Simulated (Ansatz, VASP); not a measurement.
# Cross-check of Mo2NO2 between VASP and Ansatz, part 2 of 2

One calculation is typed for both programs; each brings its own data sets. How far apart do they land? Of the first pair: The structure shown is the end of the Ansatz relaxation below.

VASP 6.6.1 and Ansatz 0.2.0.

So far: The structure; Ansatz: relaxation, PBEsol.

## (3) VASP: single point, PBEsol, relaxed cell, pair 1

Level of this step: PBEsol, no spin polarisation; plane waves and PAW (N, Mo_sv, O) (VASP).

The same cell, functional, mesh and smearing now go to VASP, with its own data sets.

Lines of VASP's logs that name or quote its potential files are left out, and so is its time.

INCAR

```
SYSTEM = Mo2NO2
PREC = Accurate
ENCUT = 520
EDIFF = 1E-06
NELM = 120
ISMEAR = 1
SIGMA = 0.2
LREAL = .FALSE.
ALGO = Normal
GGA = PS
NBANDS = 28
LASPH = .TRUE.
LORBIT = 11
LWAVE = .FALSE.
LCHARG = .FALSE.
ISIF = 2
LDIPOL = .TRUE.
IDIPOL = 3
DIPOL = 0.5 0.5 0.307
LVHAR = .TRUE.
GGA_COMPAT = .FALSE.
NELMDL = -8
KPAR = 2
```

POSCAR

```
Mo2NO2
1.0
    3.1275982884      0.0000000000      0.0000000000
   -1.5637991442      2.7085795706      0.0000000000
    0.0000000000      0.0000000000     32.6000000000
N Mo O
1 2 2
Direct
    0.0000000000      0.0000000000      0.3067484663
    0.3333333333      0.6666666667      0.3385219659
    0.6666666667      0.3333333333      0.2749749666
    0.6666666667      0.3333333333      0.3700275879
    0.3333333333      0.6666666667      0.2434693446
```

KPOINTS

```
Automatic mesh
0
Gamma
18 18 1
0 0 0
```

Potentials, in the order of the species: N, Mo_sv and O (PBE family, release 64).

Command:

```
> mpirun -np 2 vasp_std
```

Numbers of over 12 decimals in the logs are rounded to 6 here.

What it wrote:

```text
[banner, memory and clock lines left out]
running    2 mpi-ranks, on    1 nodes
 distrk:  each k-point on    1 cores,    2 groups
 distr:  one band on    1 cores,    1 groups

 POSCAR found type information on POSCAR N MoO
 POSCAR found :  3 types and       5 ions
|                                                                             |
|               ----> ADVICE to this user running VASP <----                  |
|                                                                             |
|     You enforced a specific xc type in the INCAR file but a different       |
|     [... a line on the potential file left out ...]
|     I HOPE YOU KNOW WHAT YOU ARE DOING!                                     |
|                                                                             |

 LDA part: xc-table for (Slater+PW92), standard interpolation
 POSCAR, INCAR and KPOINTS ok, starting setup
 FFT: planning ... GRIDC
 FFT: planning ... GRID_SOFT
 FFT: planning ... GRID
 WAVECAR not read
 entering main loop
       N       E                     dE             d eps       ncg     rms          rms(c)
DAV:   1     0.410170822348E+03    0.41017E+03   -0.24785E+04  2776   0.129E+03
DAV:   2    -0.192593343107E+02   -0.42943E+03   -0.42181E+03  2692   0.347E+02
DAV:   3    -0.554416305437E+02   -0.36182E+02   -0.35462E+02  2400   0.983E+01
DAV:   4    -0.566886722289E+02   -0.12470E+01   -0.12337E+01  2844   0.173E+01
DAV:   5    -0.567083560143E+02   -0.19684E-01   -0.19631E-01  2692   0.192E+00
DAV:   6    -0.567088350418E+02   -0.47903E-03   -0.47873E-03  2728   0.290E-01
DAV:   7    -0.567088519588E+02   -0.16917E-04   -0.16914E-04  2692   0.467E-02
DAV:   8    -0.567088526721E+02   -0.71337E-06   -0.71335E-06  2452   0.947E-03    0.507E+01
DAV:   9    -0.492395417334E+02    0.74693E+01   -0.57682E+01  2164   0.473E+01    0.141E+01
DAV:  10    -0.489036212440E+02    0.33592E+00   -0.12811E+01  2112   0.228E+01    0.128E+01
DAV:  11    -0.483598446273E+02    0.54378E+00   -0.28775E+00  2208   0.119E+01    0.147E+00
DAV:  12    -0.483511756807E+02    0.86689E-02   -0.18899E-01  2392   0.298E+00    0.463E-01
DAV:  13    -0.483503783709E+02    0.79731E-03   -0.34276E-02  2408   0.108E+00    0.170E-01
DAV:  14    -0.483499095261E+02    0.46884E-03   -0.22416E-03  2612   0.338E-01    0.834E-02
[...]
DAV:  19    -0.483501977791E+02   -0.67672E-04   -0.11296E-05  2108   0.163E-02    0.109E-02
DAV:  20    -0.483502351998E+02   -0.37421E-04   -0.42552E-06  2032   0.119E-02    0.207E-03
DAV:  21    -0.483502977172E+02   -0.62517E-04   -0.24815E-06  1796   0.665E-03    0.287E-03
DAV:  22    -0.483503102445E+02   -0.12527E-04   -0.19402E-07  1372   0.232E-03    0.134E-03
DAV:  23    -0.483503249679E+02   -0.14723E-04   -0.52212E-07  1444   0.242E-03    0.362E-04
DAV:  24    -0.483503270483E+02   -0.20804E-05   -0.85528E-08  1276   0.136E-03    0.588E-04
DAV:  25    -0.483503289184E+02   -0.18700E-05   -0.76173E-08  1284   0.871E-04    0.268E-04
DAV:  26    -0.483503295672E+02   -0.64882E-06   -0.36657E-08  1224   0.681E-04
   1 F= -.48350330E+02 E0= -.48350188E+02  d E =-.424530E-03
```

OUTCAR, selected parts (step 3):

```text
ion  position               nearest neighbor table
   1  0.000  0.000  0.307-   2 2.08   2 2.08   2 2.08   3 2.08   3 2.08   3 2.08
   2  0.333  0.667  0.339-   4 2.08   4 2.08   4 2.08   1 2.08   1 2.08   1 2.08   3 2.75   3 2.75
                             3 2.75
   3  0.667  0.333  0.275-   5 2.08   5 2.08   5 2.08   1 2.08   1 2.08   1 2.08   2 2.75   2 2.75
                             2 2.75
   4  0.667  0.333  0.370-   2 2.08   2 2.08   2 2.08
   5  0.333  0.667  0.243-   3 2.08   3 2.08   3 2.08

  LATTYP: Found a hexagonal cell.
 ALAT       =     3.1275982884
 C/A-ratio  =    10.4233334955

 Subroutine GETGRP returns: Found 12 space group operations
 (whereof  6 operations were pure point group operations)

The static configuration has the point symmetry C_3v.
 The point group associated with its full space group is D_3d.

 Found     37 irreducible k-points:

   k-points           NKPTS =     37   k-points in BZ     NKDIM =     37   number of bands    NBANDS=     28

   dimension x,y,z NGX =    24 NGY =   24 NGZ =  250
   dimension x,y,z NGXF=    48 NGYF=   48 NGZF=  500

   ENCUT  =  520.0 eV  38.22 Ry    6.18 a.u.   5.82  5.82 60.61*2*pi/ulx,y,z

   NELECT =      45.0000    total number of electrons

 k-points in reciprocal lattice and weights: Automatic mesh
   0.00000000  0.00000000  0.00000000       0.003
   0.05555556 -0.00000000  0.00000000       0.019
   0.11111111 -0.00000000  0.00000000       0.019
   0.16666667  0.00000000  0.00000000       0.019
   0.22222222 -0.00000000  0.00000000       0.019
   0.27777778  0.00000000  0.00000000       0.019
   0.33333333  0.00000000  0.00000000       0.019
   0.38888889  0.00000000  0.00000000       0.019
   0.44444444 -0.00000000  0.00000000       0.019
[...]
0.33333333  0.27777778  0.00000000       0.037
   0.33333333  0.33333333  0.00000000       0.006

 dipolmoment           0.000000      0.000000      0.000000 electrons x Angstroem

 average (electrostatic) potential at core
       1 -73.4605       2 -85.7439       3 -85.7439       4 -78.9147       5 -78.9147

 E-fermi :  -3.1001

 k-point     1 :       0.0000    0.0000    0.0000
  band No.  band energies     occupation
    ...
     19      -6.1857      2.00000
     20      -6.1756      2.00000
     21      -5.6821      2.00000
     22      -5.6821      2.00000
     23      -3.4224      2.04505
     24      -2.3371     -0.00000
     25      -2.3371     -0.00000
     26      -1.4363     -0.00000
     27      -0.4701     -0.00000
     28      -0.4701     -0.00000

 k-point     2 :       0.0556   -0.0000    0.0000
  band No.  band energies     occupation
    ...
     19      -6.4924      2.00000
     20      -6.0935      2.00000
     21      -5.3749      2.00000
     22      -5.3565      2.00000
     23      -3.5299      2.00959
     24      -2.3128     -0.00000
     25      -2.2128     -0.00000
     26      -1.4225     -0.00000
     27      -0.5305     -0.00000
     28      -0.4628     -0.00000

 k-point     3 :       0.1111   -0.0000    0.0000
  band No.  band energies     occupation
    ...
     19      -6.8988      2.00000
     20      -5.9679      2.00000
     21      -5.0690      2.00000
     22      -4.8968      2.00000
     23      -3.6485      2.00073
     24      -2.2207     -0.00000
     25      -1.9920     -0.00000
     26      -1.3844     -0.00000
     27      -0.6291     -0.00000
     28      -0.4538     -0.00000

  Total        0.2416786      0.2416786      0.1191005      0.0000000      0.0000000      0.0000000
  in kB        1.4020986      1.4020986      0.6909616      0.0000000      0.0000000      0.0000000
  external PRESSURE =       1.1650530 kB  Pullay stress =       0.0000000 kB

  energy-cutoff  :      520.00
  volume of cell :      276.17
      direct lattice vectors                 reciprocal lattice vectors
     3.127598288  0.000000000  0.000000000     0.319734156  0.184598601  0.000000000
    -1.563799144  2.708579571  0.000000000     0.000000000  0.369197202  0.000000000
     0.000000000  0.000000000 32.600000000     0.000000000  0.000000000  0.030674847

 POSITION                                       TOTAL-FORCE (eV/Angst)
 -----------------------------------------------------------------------------------
      0.00000      0.00000     10.00000        -0.000000     -0.000000      0.000000
     -0.00000      1.80572     11.03582        -0.000000     -0.000000      0.050512
      1.56380      0.90286      8.96418        -0.000000      0.000000     -0.050512
      1.56380      0.90286     12.06290         0.000000     -0.000000      0.022819
     -0.00000      1.80572      7.93710        -0.000000     -0.000000     -0.022819
 -----------------------------------------------------------------------------------
    total drift:                               -0.000000      0.000000     -0.000171

  FREE ENERGIE OF THE ION-ELECTRON SYSTEM (eV)
  ---------------------------------------------------
  free  energy   TOTEN  =       -48.3503295672 eV

  energy  without entropy=      -48.3499050374  energy(sigma->0) =      -48.35018806

 vacuum level on the upper side and lower side of the slab         3.019         3.019

 total charge
# of ion       s       p       d       tot
------------------------------------------
    1        1.246   2.561   0.000   3.808
    2        2.297   6.249   3.934  12.480
    3        2.297   6.249   3.934  12.480
    4        1.565   3.414   0.000   4.979
    5        1.565   3.414   0.000   4.979
--------------------------------------------------
tot          8.970  21.886   7.869  38.724

[... 3 further parts left out ...]
```

This run has no spin polarisation, so a moment on Mo, if there is one, isn't seen. Its electron count is odd, so without a moment it is a metal by construction.

## (4) Differences

Known differences besides the potentials themselves: Ansatz cuts the interaction across the vacuum, VASP repeats the sheet with a dipole correction; the cutoff is 420 eV in Ansatz and 520 eV in VASP; Ansatz makes its cores anew for this functional, VASP keeps those of its PBE data sets. Total energies have different zeros and are not compared.

Forces (eV/Å; atoms numbered as in POSCAR):

```tsv
atom	Ansatz x, y, z	VASP x, y, z
N1	0.000, 0.000, 0.000	0.000, 0.000, 0.000
Mo2	0.000, 0.000, 0.000	0.000, 0.000, 0.051
Mo3	0.000, 0.000, 0.000	0.000, 0.000, -0.051
O4	0.000, 0.000, 0.000	0.000, 0.000, 0.023
O5	0.000, 0.000, 0.000	0.000, 0.000, -0.023
```

The forces differ by 20 meV/Å r.m.s., where the r.m.s. force is 0.000 eV/Å in Ansatz and 0.020 eV/Å in VASP: the atoms lie near their places of rest in Ansatz, so a percentage would say little (all taken over all components). With vacuum in the cell, a pressure given here is an average over mostly empty space and none of the material.

## (5) Ansatz: relaxation, PBEsol

The two programs are compared at the cell with which this relaxation starts, whose forces are those of its first step. This pair takes another cell of the material, with 10 atoms against 5 for the pair before.

The structure compared here is the start of the Ansatz relaxation; VASP solves that cell, so the two are compared at the walk's first step.

input.yaml

```yaml
crystal:
  lattice:
    - [3.1275982884, 0.0, 0.0]
    - [1.0e-10, 5.4171591411, 0.0]
    - [0.0, 0.0, 32.6]
  atoms:
    - { symbol: "N", position: [0.4744212675, 0.5, 0.3067484663] }
    - { symbol: "N", position: [0.0255787325, 0.0, 0.3067484663] }
    - { symbol: Mo, position: [-0.0235733827, 0.3333333333, 0.3385219659] }
    - { symbol: Mo, position: [0.5235733827, 0.8333333333, 0.3385219659] }
    - { symbol: Mo, position: [0.5235733827, 0.1666666667, 0.2749749666] }
    - { symbol: Mo, position: [-0.0235733827, 0.6666666667, 0.2749749666] }
    - { symbol: O, position: [0.4863942353, 0.1666666667, 0.3700275879] }
    - { symbol: O, position: [0.0136057647, 0.6666666667, 0.3700275879] }
    - { symbol: O, position: [0.0136057647, 0.3333333333, 0.2434693446] }
    - { symbol: O, position: [0.4863942353, 0.8333333333, 0.2434693446] }
  periodic: [true, true, false]
kpoints:
  mp_grid: { grid: [12, 8, 1] }
hamiltonian:
  xc: pbesol
  pseudopotentials: { kind: paw, azcp: { folder: soft_1 }, xc_functional: pbe }
scf:
  occupations: { method: methfessel_paxton, width: 0.2 }
output:
  forces: true
  stress: true
  eigenvalues: true
  write_density: true
  write_potential: true
  elf: true
  volumetric_format: npy
relax:
  adjacent_minimum: "off"
  f_tol: 0.002
  max_steps: 120
  cell: { stress_2d_tol: 0.005 }
```

Command:

```
> ansatz run input.yaml --threads 8 --pin off --max-ram 16384MiB --backend cpu --events-out ev --progress --plain --runs-dir out
```

What it wrote:

```text
[...]
Crystal: 10 atoms, lattice volume = 552.332 Å³
Basis set: ecut = 420 eV, 10785 PW (Γ), exchange–correlation on 48×80×450 points (8 copies of the dense FFT grid, shifted against one another)
Bands: 55, of which v1, the nominal top of the filled ones, is band 45 counted from 1 (44 counted from 0)
Symmetry: 4 space group operations
[...]
k-points: 35 of 96
[...]
- { symbol: Mo, position: [-0.061467, 0.351490, 0.340433] }
    - { symbol: Mo, position: [0.561467, 0.851490, 0.340433] }
    - { symbol: Mo, position: [0.561467, 0.148510, 0.273064] }
    - { symbol: Mo, position: [-0.061467, 0.648510, 0.273064] }
    - { symbol: O, position: [0.459450, 0.192317, 0.371871] }
    - { symbol: O, position: [0.040550, 0.692317, 0.371871] }
    - { symbol: O, position: [0.040550, 0.307683, 0.241626] }
    - { symbol: O, position: [0.459450, 0.807683, 0.241626] }
[key lines of the parts left out:]
SCF converged after 6 iterations
Free energy (F): -22592.307162 eV
Fermi energy:    -5.862049 eV
P = ½ c Tr σ = 0.0005 N/m
```

## (6) VASP: single point, PBEsol, start cell, pair 2

The same cell, functional, mesh and smearing now go to VASP, with its own data sets.

Edit INCAR of step 3 so:

```diff
@@ -10,3 +10,3 @@
 GGA = PS
-NBANDS = 28
+NBANDS = 55
 LASPH = .TRUE.
```

POSCAR

```
Mo2NO2
1.0
    3.1275980000      0.0000000000      0.0000000000
    0.0000000000      5.4171590000      0.0000000000
    0.0000000000      0.0000000000     32.6000000000
N Mo O
2 4 4
Direct
    0.4744212651      0.5000000923      0.3067484663
    0.0255787349      0.0000000000      0.3067484663
    0.9764266380      0.3333333949      0.3385219632
    0.5235733620      0.8333333026      0.3385219632
    0.5235733620      0.1666666974      0.2749749693
    0.9764266380      0.6666666051      0.2749749693
    0.4863943512      0.1666666974      0.3700275767
    0.0136056488      0.6666666051      0.3700275767
    0.0136056488      0.3333333949      0.2434693558
    0.4863943512      0.8333333026      0.2434693558
```

KPOINTS

```
Automatic mesh
0
Gamma
12 8 1
0 0 0
```

Command:

```
> mpirun -np 2 vasp_std
```

What it wrote:

```text
[banner, memory and clock lines left out]
running    2 mpi-ranks, on    1 nodes
[...]
[... a notice as in an earlier step ...]

 LDA part: xc-table for (Slater+PW92), standard interpolation
 POSCAR, INCAR and KPOINTS ok, starting setup
[...]
entering main loop
       N       E                     dE             d eps       ncg     rms          rms(c)
DAV:   1     0.857508279227E+03    0.85751E+03   -0.49671E+04  5178   0.134E+03
DAV:   2    -0.256054264355E+02   -0.88311E+03   -0.86848E+03  5081   0.354E+02
DAV:   3    -0.110338334507E+03   -0.84733E+02   -0.83276E+02  4485   0.105E+02
DAV:   4    -0.113333989246E+03   -0.29957E+01   -0.29553E+01  4951   0.194E+01
[...]
DAV:  25    -0.967097060965E+02   -0.36893E-05   -0.14627E-07  2520   0.113E-03    0.491E-04
DAV:  26    -0.967097077159E+02   -0.16193E-05   -0.73939E-08  2464   0.736E-04    0.120E-04
DAV:  27    -0.967097085743E+02   -0.85840E-06   -0.42330E-08  2289   0.499E-04
   1 F= -.96709709E+02 E0= -.96709283E+02  d E =-.127817E-02
```

From OUTCAR (step 6):

```text
  Total        0.9562641     -0.7031781      0.9017589      0.0000000     -0.3519246      0.0000000
  in kB        2.7738843     -2.0397445      2.6157782      0.0000000     -1.0208458      0.0000000
  external PRESSURE =       1.1166393 kB  Pullay stress =       0.0000000 kB

 POSITION                                       TOTAL-FORCE (eV/Angst)
 -----------------------------------------------------------------------------------
      1.48380      2.70858     10.00000         0.042008     -0.000000      0.000000
      0.08000      0.00000     10.00000        -0.042008      0.000000      0.000000
      3.05387      1.80572     11.03582        -0.060047      0.003334      0.216028
      1.63753      4.51430     11.03582         0.060047      0.003334      0.216028
      1.63753      0.90286      8.96418         0.060047     -0.003334     -0.216028
      3.05387      3.61144      8.96418        -0.060047     -0.003334     -0.216028
      1.52125      0.90286     12.06290        -0.003480     -0.043893      0.020022
      0.04255      3.61144     12.06290         0.003480     -0.043893      0.020022
      0.04255      1.80572      7.93710         0.003480      0.043893     -0.020022
      1.52125      4.51430      7.93710        -0.003480      0.043893     -0.020022
 -----------------------------------------------------------------------------------
    total drift:                               -0.000489     -0.000264     -0.000162

  FREE ENERGIE OF THE ION-ELECTRON SYSTEM (eV)
  ---------------------------------------------------
  free  energy   TOTEN  =       -96.7097085743 eV

  energy  without entropy=      -96.7084303994  energy(sigma->0) =      -96.70928252

[... 3 further parts left out ...]
[key lines of the parts left out:]
E-fermi :  -3.0657
```

This run has no spin polarisation, so a moment on Mo, if there is one, isn't seen.

## (7) Comparison

Forces (eV/Å; atoms numbered as in POSCAR):

```tsv
atom	Ansatz x, y, z	VASP x, y, z
N1	0.047, 0.000, 0.000	0.042, 0.000, 0.000
N2	-0.047, 0.000, 0.000	-0.042, 0.000, 0.000
Mo3	-0.068, 0.004, 0.164	-0.060, 0.003, 0.216
Mo4	0.068, 0.004, 0.164	0.060, 0.003, 0.216
Mo5	0.068, -0.004, -0.164	0.060, -0.003, -0.216
Mo6	-0.068, -0.004, -0.164	-0.060, -0.003, -0.216
O7	0.002, -0.045, -0.003	-0.003, -0.044, 0.020
O8	-0.002, -0.045, -0.003	0.003, -0.044, 0.020
O9	-0.002, 0.045, 0.003	0.003, 0.044, -0.020
O10	0.002, 0.045, 0.003	-0.003, 0.044, -0.020
```

The forces differ by 21 meV/Å r.m.s., which is 24.9 % of the r.m.s. force of 0.084 eV/Å (both taken over all components). With vacuum in the cell, a pressure given here is an average over mostly empty space and none of the material.

## (8) Results

```yaml
r_m_s_force_difference_single_point_pbesol_relaxed_cell_pair_1: 20 meV/Å
r_m_s_force_difference_single_point_pbesol_start_cell_pair_2: 21 meV/Å
```

**Reading.** The r.m.s. force difference is 21 meV/Å (single point, PBEsol, start cell, pair 2), beyond the 12 meV/Å picked in this series as the mark of a large difference. What causes the difference of the single point, PBEsol, relaxed cell, pair 1 pair stays open here. What causes the difference of the single point, PBEsol, start cell, pair 2 pair stays open here. 1 further run of this series is not shown here. Such differences can come from data sets, numerical settings and the points named under the comparisons, not from the functional's error against experiment.

[Lines on the potential files, build, host, timing and source positions are cut from VASP's logs without a mark.]

[Logs are printed without paths, hosts, clocks, repeated set-up lines and the standing remarks that a program may print on its own settings, such as how far it seeks lower states.]

[Hosts, paths, dates, database ids (printed as entryN), source tags and the programs' standing remarks are cut or masked in the printed files.]
